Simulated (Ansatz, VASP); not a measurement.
# InF3: VASP beside Ansatz, part 2 of 2

Wanted: the spread between two codes on one cell, functional and k mesh. The cell is taken from a series of runs on this material, whose earlier steps may have relaxed, scaled, displaced or heated it; both programs get it as it stands.

VASP 6.6.1 and Ansatz 0.2.0.

So far. Step 2 (VASP: single point, LDA, spin-orbit coupling): The run ends at a pressure of 0.07 GPa, with forces up to 0.090 eV/Å.

## (3) Ansatz: single point, LDA, spin-orbit coupling

Level of this step: Ansatz beside VASP: Kohn-Sham DFT, plane waves, LDA, spin-orbit coupling (Ansatz).

Ansatz runs on its PAW fully relativistic soft_1 files.

The same cell, functional (in two slightly different forms) and mesh now go to Ansatz, which takes its cutoff from its data sets.

The input, input.yaml:

```yaml
crystal:
  lattice:
    - [2.70515, 1.5618190807, 4.7925]
    - [-2.70515, 1.5618190807, 4.7925]
    - [0.0, -3.1236381614, 4.7925]
  atoms:
    - { symbol: In, position: [0.0, 0.0, 0.0] }
    - { symbol: In, position: [0.5, 0.5, 0.5] }
    - { symbol: F, position: [0.8584, 0.6416, 0.25] }
    - { symbol: F, position: [0.25, 0.8584, 0.6416] }
    - { symbol: F, position: [0.6416, 0.25, 0.8584] }
    - { symbol: F, position: [0.1416, 0.3584, 0.75] }
    - { symbol: F, position: [0.75, 0.1416, 0.3584] }
    - { symbol: F, position: [0.3584, 0.75, 0.1416] }
kpoints:
  mp_grid: { grid: [6, 6, 6] }
  band_path:
    path:
      - [0.0, 0.0, 0.0]
      - [0.5, 0.5, 0.5]
      - [0.76253126, 0.23746874, 0.5]
      - [0.5, -0.23746874, 0.23746874]
      - [0.5, 0.0, 0.0]
      - [0.36873437, -0.36873437, 0.0]
      - [0.63126563, 0.0, 0.36873437]
      - [0.5, 0.0, 0.5]
    npoints: 1
hamiltonian:
  xc: lda
  pseudopotentials: { kind: paw_fr, azcp: { folder: soft_1 }, xc_functional: pbe }
scf:
  occupations: { method: fixed }
  n_extra_bands: 12
magnetization:
  noncollinear: true
  spin_orbit: true
output:
  eigenvalues: true
```

Launch:

```
$ ansatz run input.yaml --threads 4 --pin off --max-ram 138240MiB --backend cuda --events-out ev --progress --plain --runs-dir out --devices 1 --max-vram 26GiB
```

Numbers of over 12 decimals in the logs are rounded to 6 here.

The program printed:

```text
scf.n_extra_bands = 12 over 68 filled bands (N_el = 68.0): the run solves 80 bands
GPUs: using 1 of 1 available (devices: 1).
Engine: ansatz 0.2.0, x86_64-unknown-linux-gnu
Pseudopotentials: kind: paw_fr
Pseudopotential: In, paw, valence charge 13, recommended cutoff 420 eV (normal), soft_1/In.paw.azcp
Pseudopotential: F, paw, valence charge 7, recommended cutoff 420 eV (normal), soft_1/F.paw.azcp
Functional definition: SPW92
  exchange = slater_x
  correlation = pw_c
non-collinear run that drives no moment, with spin-orbit: no starting moment large enough to seed its density (crystal.atoms[].spin), no starting occupations that ask for one, no magnetisation constraint and no magnetic field, so the semilocal B_xc is pinned to zero
device memory: the entry about to start is reckoned to put 7.8 GiB on a device that reports 47.6 GiB free (of which the cap on the GPU budget leaves the run 26.0 GiB)
GPU FFT provider: cuFFT
GPU libraries: cuBLAS 13.8.2, cuFFT 12.4.0, cuSOLVER 12.3.4
Crystal: 8 atoms, lattice volume = 121.489 Å³
Basis set: ecut = 420 eV, 2351 PW (Γ)
Bands: 80, of which v1, the nominal top of the filled ones, is band 68 counted from 1 (67 counted from 0)
Symmetry: 12 space group operations + 12 with time reversal
Magnetic group: BNS 167.104 (UNI 1334), of the structure as read, at distance tolerance 5.0e-5 Å
k-points: 32 of 216
Projection manifold: j_resolved (fully-relativistic pseudo-atomic orbitals)
Non-local potential: In, projectors of the file, resolved by j, l = 0: 2, l = 1: 4, l = 2: 4, l = 3: 2
Non-local potential: F, projectors of the file, resolved by j, l = 0: 2, l = 1: 4, l = 2: 2
PAW form: soft (Blöchl's): semilocal exchange-correlation on the pseudo side does not see the compensation charge
PAW frozen core: In, regenerated for the run's functional, and the local potential with it (the file was generated under x = pbe(κ = 0.804, μ = 0.219515), c = pbe(β = 0.066725))
PAW frozen core: F, regenerated for the run's functional, and the local potential with it (the file was generated under x = pbe(κ = 0.804, μ = 0.219515), c = pbe(β = 0.066725))
PAW one-centre angular grid: In, 590 points (default); XC on 64 Gauss nodes
PAW one-centre angular grid: F, 110 points (default); XC on 64 Gauss nodes
Initial density: superposition of atomic densities (chi_scale 0.1, normalization cell, long waves kept (reshape's long-wave potential 0.04 eV rms))
Initial wavefunctions: pseudopotential atomic-orbital guess
GPU buffer pool allocated for 64000 grid points (all kernels)
GPU transforms: local potential and band sums: pruned to the plane-wave sphere, on 40×40×40
Functional: x = slater, c = lda
SCF iter   1: F=—  HF=-15687.763344 eV  |F-HF|=—  |Δ(HF+E_count)|=         —  Δρ=1.06e-1  dr2=1.00e1  dr2_m=0.00e0 (ungated)  ethr=3.10e-3  |M|=0.00e0 ∫|m|=0.00e0 μB  |m|>n=0.0e0 m-floor=0.0e0 τ_xc=0.0e0  β_m=0.30  ⟨swp⟩=4.2  Hψ=5831  notcnv=0  defer=256
preconditioner: auto → Resta (q_TF=auto, 2.477 Å⁻¹)  ε∞=3.4  [insulator: Δε(μ)=3.102 eV  Ē_g=17.807 eV  n_scr=26 (ndim 8)  ℏωp=27.8 eV  f_vac=0.163  ε∞_Penn≈3.4]
spin=Noncollinear: Resta preconditioning applied to the charge; magnetization (m_x, m_y, m_z) channels mix plain (no charge-response kernel on spin).
SCF iter   2: F=—  HF=-15685.050315 eV  |F-HF|=—  |Δ(HF+E_count)|=    2.71e0  Δρ=5.35e-2  dr2=2.97e0  dr2_m=0.00e0 (ungated)  ethr=3.10e-3  |M|=0.00e0 ∫|m|=0.00e0 μB  |m|>n=0.0e0 m-floor=0.0e0 τ_xc=0.0e0  β_m=0.45  ⟨swp⟩=2.8  Hψ=2465  notcnv=0  defer=256
SCF iter   3: F=—  HF=-15683.839115 eV  |F-HF|=—  |Δ(HF+E_count)|=    1.21e0  Δρ=1.41e-2  dr2=3.06e-1  dr2_m=0.00e0 (ungated)  ethr=3.10e-3  |M|=0.00e0 ∫|m|=0.00e0 μB  |m|>n=0.0e0 m-floor=0.0e0 τ_xc=0.0e0  β_m=0.58  ⟨swp⟩=3.0  Hψ=2171  notcnv=0  defer=256
SCF iter   4: F=—  HF=-15683.664626 eV  |F-HF|=—  |Δ(HF+E_count)|=   1.74e-1  Δρ=3.06e-3  dr2=1.76e-2  dr2_m=0.00e0 (ungated)  ethr=4.50e-4  |M|=0.00e0 ∫|m|=0.00e0 μB  |m|>n=0.0e0 m-floor=0.0e0 τ_xc=0.0e0  β_m=0.69  ⟨swp⟩=3.0  Hψ=2438  notcnv=0  defer=256
SCF iter   5: F=—  HF=-15683.659679 eV  |F-HF|=—  |Δ(HF+E_count)|=   4.95e-3  Δρ=1.04e-3  dr2=1.96e-3  dr2_m=0.00e0 (ungated)  ethr=2.58e-5  |M|=0.00e0 ∫|m|=0.00e0 μB  |m|>n=0.0e0 m-floor=0.0e0 τ_xc=0.0e0  β_m=0.85  ⟨swp⟩=3.0  Hψ=2324  notcnv=0  defer=256
SCF iter   6: F=—  HF=-15683.660068 eV  |F-HF|=—  |Δ(HF+E_count)|=   3.89e-4  Δρ=1.52e-4  dr2=3.88e-5  dr2_m=0.00e0 (ungated)  ethr=2.88e-6  |M|=0.00e0 ∫|m|=0.00e0 μB  |m|>n=0.0e0 m-floor=0.0e0 τ_xc=0.0e0  β_m=0.92  ⟨swp⟩=2.1  Hψ=1816  notcnv=0  defer=256
SCF iter   7: F=—  HF=-15683.659923 eV  |F-HF|=—  |Δ(HF+E_count)|=   1.45e-4  Δρ=5.40e-5  dr2=3.14e-6  dr2_m=0.00e0 (ungated)  ethr=5.71e-8  |M|=0.00e0 ∫|m|=0.00e0 μB  |m|>n=0.0e0 m-floor=0.0e0 τ_xc=0.0e0  β_m=0.96  ⟨swp⟩=2.9  Hψ=2331  notcnv=0  defer=256
SCF iter   8: F=-15683.659926 eV  HF=-15683.659926 eV  |F-HF|=9.59e-8  |Δ(HF+E_count)|=   2.74e-6  Δρ=7.75e-6  dr2=6.93e-8  dr2_m=0.00e0 (ungated)  ethr=1.47e-10  |M|=0.00e0 ∫|m|=0.00e0 μB  |m|>n=0.0e0 m-floor=0.0e0 τ_xc=0.0e0  ⟨swp⟩=11.9  Hψ=6008  notcnv=0
SCF 1 converged in 8 iterations: F = -15683.659926 eV  dr2 = 6.93e-8
  greatest PAW one-centre occupation: 0.993 electrons in one spin orbital (limit 2), on the In atom at site 0 (counted from 0), in its partial waves of l = 2
device memory: the entry about to start is reckoned to put 5.2 GiB on a device that reports 47.5 GiB free (of which the cap on the GPU budget leaves the run 26.0 GiB)
NSCF: frozen V_eff on 8 k-points
SCF converged after 8 iterations
Magnetization: |M| = 0.0000 μB,  M = (+0.0000, +0.0000, +0.0000) μB
Absolute magnetization: 0.0000 μB (∫|m|)
  site 0: m = (+0.0000, +0.0000, +0.0000) μB, |m| = 0.0000 μB  (R = 0.85 Å)
  site 1: m = (+0.0000, +0.0000, +0.0000) μB, |m| = 0.0000 μB  (R = 0.85 Å)
  site 2: m = (+0.0000, +0.0000, +0.0000) μB, |m| = 0.0000 μB  (R = 0.85 Å)
  site 3: m = (+0.0000, +0.0000, +0.0000) μB, |m| = 0.0000 μB  (R = 0.85 Å)
  site 4: m = (+0.0000, +0.0000, +0.0000) μB, |m| = 0.0000 μB  (R = 0.85 Å)
  site 5: m = (+0.0000, +0.0000, +0.0000) μB, |m| = 0.0000 μB  (R = 0.85 Å)
  site 6: m = (+0.0000, +0.0000, +0.0000) μB, |m| = 0.0000 μB  (R = 0.85 Å)
  site 7: m = (+0.0000, +0.0000, +0.0000) μB, |m| = 0.0000 μB  (R = 0.85 Å)
Free energy (F): -15683.659926 eV
Harris-Foulkes:  -15683.659926 eV  (|F-HF|=9.59e-8)
Internal energy: -15683.659926 eV  (E = F + TS)
E sigma→0 (E₀):  -15683.659926 eV
Fermi energy:    0.651554 eV
--- Per-component energies (eV) ---
  E_band       = -443.984800
  E_kinetic    = 1620.387813
  E_local      = -6670.089048  (includes V_loc(G=0)·N_el)
  E_nonlocal   = 1205.302342
  E_hartree    = 2587.341119
  E_xc         = -726.841442
  E_vxc        = -755.797417  (∫ρ·V_xc dr)
  E_paw        = -9307.986684  (= ΣΔE_a)
  E_vpaw       = -1018.478169  (= ΣTr[D̂ρ^β])
  E_aug_tail   = 0.005171  (compensation charges beyond the density's cutoff)
  E_ewald      = -4393.040685
  E_core_change = 1.261487  (= ΣΔE_core)
  E_smearing   = -0.000000  (= −TS)
  E_closure    = 0.000000  (closes the sum)
  Σ components = -15683.659926   (vs F -15683.659926, Δ=0.00e0)
--- Band table (eV; the first three rows and the last of 32) ---
  k-point 0: bands = [... 64 lower, 0.6165, 0.6165, 0.6213, 0.6213, 4.8908, 4.8908, 10.8325, 10.8325, ... 8 higher]
  k-point 1: bands = [... 64 lower, 0.5366, 0.5366, 0.5638, 0.5638, 5.2908, 5.2908, 10.1046, 10.1046, ... 8 higher]
  k-point 2: bands = [... 64 lower, 0.4686, 0.4686, 0.5134, 0.5134, 6.2799, 6.2799, 8.8699, 8.8699, ... 8 higher]
  k-point 31: bands = [... 64 lower, 0.4192, 0.4192, 0.4192, 0.4192, 7.4596, 7.4596, 7.4596, 7.4596, ... 8 higher]
```

In the SCF lines HF is the Harris–Foulkes energy and dr2 the Hartree energy of the density residual, in eV; the loop may stop once dr2 is under the threshold and the program's other checks hold. Hψ counts applications of the Hamiltonian.

## (4) Side by side

Known differences besides the potentials themselves: spin-orbit coupling enters by fully relativistic files in Ansatz and inside the spheres in VASP; fixed occupations in Ansatz, narrow Gaussian smearing in VASP; the cutoff is 420 eV in Ansatz and 520 eV in VASP; VASP's log shows a relativistic correction to its local exchange, Ansatz's none. Total energies have different zeros and are not compared.

The two programs side by side:

```tsv
quantity	Ansatz	VASP	difference
gap on the k mesh (eV)	4.239	4.246	-0.007
```

A gap on the mesh is an upper bound, since the band edges may lie between its points.

## (5) Summary of results

```
difference in gap on the k mesh (single point, LDA, spin-orbit coupling) : -0.0067 eV
```

In words: The difference in gap on the k mesh is -0.0067 eV (single point, LDA, spin-orbit coupling), within the 0.08 eV picked in this series as the mark of a large difference. How closely two codes agree says nothing of how well the functional describes the real material.

[Lines on the potential files, build, host, timing and source positions are cut from VASP's logs without a mark.]

[Logs are printed without paths, hosts, clocks, repeated set-up lines and the standing remarks that a program may print on its own settings, such as how far it seeks lower states.]

[Hosts, paths, dates, database ids (printed as entryN), source tags and the programs' standing remarks are cut or masked in the printed files.]
